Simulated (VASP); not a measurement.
Output of a VASP run:

OSZICAR:
```
       N       E                     dE             d eps       ncg     rms          rms(c)
DAV:   1     0.193751797335E+03    0.19375E+03   -0.12751E+04  1536   0.146E+03
DAV:   2    -0.141964476046E+02   -0.20795E+03   -0.19893E+03  1544   0.302E+02
DAV:   3    -0.321101932031E+02   -0.17914E+02   -0.16322E+02  2048   0.964E+01
DAV:   4    -0.327700672126E+02   -0.65987E+00   -0.65458E+00  1576   0.195E+01
DAV:   5    -0.327793284045E+02   -0.92612E-02   -0.92592E-02  1744   0.210E+00    0.199E+01
DAV:   6    -0.373418880562E+02   -0.45626E+01   -0.53867E+01  2112   0.127E+02    0.419E+01
DAV:   7    -0.309010844675E+02    0.64408E+01   -0.45294E+01  1896   0.103E+02    0.288E+01
DAV:   8    -0.282539096295E+02    0.26472E+01   -0.14390E+01  2096   0.583E+01    0.663E+00
DAV:   9    -0.284807078627E+02   -0.22680E+00   -0.15512E+00  1704   0.147E+01    0.361E+00
DAV:  10    -0.284606353263E+02    0.20073E-01   -0.16195E-01  1808   0.513E+00    0.189E+00
DAV:  11    -0.284668118502E+02   -0.61765E-02   -0.98273E-03  1904   0.104E+00    0.862E-01
DAV:  12    -0.284687263639E+02   -0.19145E-02   -0.37772E-03  2032   0.768E-01    0.261E-01
DAV:  13    -0.284689580126E+02   -0.23165E-03   -0.65927E-04  1888   0.231E-01    0.875E-02
DAV:  14    -0.284689593769E+02   -0.13643E-05   -0.18431E-04  1912   0.187E-01    0.407E-02
DAV:  15    -0.284689746667E+02   -0.15290E-04   -0.24380E-05  2008   0.666E-02    0.169E-02
DAV:  16    -0.284689744907E+02    0.17603E-06   -0.54695E-06  1776   0.355E-02
   1 F= -.28468974E+02 E0= -.28465668E+02  d E =-.661261E-02  mag=     9.9999
```

### OUTCAR
```
------------------------ aborting loop because EDIFF is reached ----------------------------------------
  FORCE on cell =-STRESS in cart. coord.  units (eV):
  Direction    XX          YY          ZZ          XY          YZ          ZX
  --------------------------------------------------------------------------------------
  Total       -4.8001256     -4.8001256     -4.8001256      0.0000000      0.0000000      0.0000000
  in kB     -150.2935889   -150.2935889   -150.2935889      0.0000000      0.0000000      0.0000000
  external PRESSURE =    -150.2935889 kB  Pullay stress =       0.0000000 kB
  volume of cell :       51.17
      direct lattice vectors                 reciprocal lattice vectors
     0.000000000  2.946666000  2.946666000    -0.169683296  0.169683296  0.169683296
     2.946666000  0.000000000  2.946666000     0.169683296 -0.169683296  0.169683296
     2.946666000  2.946666000  0.000000000     0.169683296  0.169683296 -0.169683296
 POSITION                                       TOTAL-FORCE (eV/Angst)
 -----------------------------------------------------------------------------------
      0.00000      0.00000      0.00000         0.000000     -0.000000      0.000000
      2.94667      2.94667      2.94667         0.000000     -0.000000      0.000000
      1.47333      1.47333      1.47333         0.000000     -0.000000     -0.000000
      4.42000      4.42000      4.42000        -0.000000      0.000000     -0.000000
 -----------------------------------------------------------------------------------
    total drift:                               -0.000000     -0.000000      0.000000
  FREE ENERGIE OF THE ION-ELECTRON SYSTEM (eV)
  ---------------------------------------------------
  free  energy   TOTEN  =       -28.4689744907 eV

  energy  without entropy=      -28.4623618773  energy(sigma->0) =      -28.46566818

 total charge

# of ion       s       p       d       tot
------------------------------------------
    1        1.331   2.060   0.000   3.391
    2        0.445   0.336   6.247   7.028
    3        0.380   0.327   6.083   6.791
    4        0.380   0.327   6.083   6.791
--------------------------------------------------
tot          2.536   3.051  18.414  24.001

 magnetization (x)

# of ion       s       p       d       tot
------------------------------------------
    1        0.042   0.485   0.000   0.528
    2       -0.025   0.019   2.878   2.873
    3        0.016  -0.000   3.136   3.151
    4        0.016  -0.000   3.136   3.151
--------------------------------------------------
tot          0.049   0.504   9.149   9.703
```
(Selected blocks of OUTCAR.)

**POSCAR**
```
Fe3N
1
    0.0000000000     2.9466660000     2.9466660000
    2.9466660000     0.0000000000     2.9466660000
    2.9466660000     2.9466660000     0.0000000000
N Fe
1 3
Direct
  0.0000000000   0.0000000000   0.0000000000
  0.5000000000   0.5000000000   0.5000000000
  0.2500000000   0.2500000000   0.2500000000
  0.7500000000   0.7500000000   0.7500000000
```

Problem. Write an INCAR and KPOINTS that could have produced this output.

Solution. This is not unique; one that fits is the input of the run itself, PBE GGA, plane waves, VASP's PBE PAW potentials (set 64).

KPOINTS:
```
Automatic
0
G
6 6 6
```

### INCAR
```
# general
SYSTEM   =  Fe3N
PREC     =  Accurate
ENCUT    =  520
LREAL    =  .FALSE.
LASPH    =  .TRUE.

# electronic loop
EDIFF    =  1E-6
NELM     =  100
ALGO     =  Normal
LMAXMIX  =  4

# smearing
ISMEAR   =  0
SIGMA    =  0.05

# functional
GGA      =  PE

# spin
ISPIN    =  2
MAGMOM   =  0.0 4.0 4.0 4.0
NUPDOWN  =  10

# ions
ISIF     =  2

# output
LWAVE    =  .FALSE.
LCHARG   =  .FALSE.
LORBIT   =  10
```

POTCAR, in this order: N Fe (PBE.64 set). Program: vasp_std.

The moments were started parallel, and other spin orders were not tried in this run.

The structure was generated: Fe3N was put into the D03 type (Fm-3m), which need not be its known phase. The cell was not relaxed at this level. The run is one of a series of settings (NUPDOWN = 10 against the base run), some of them coarse on purpose.
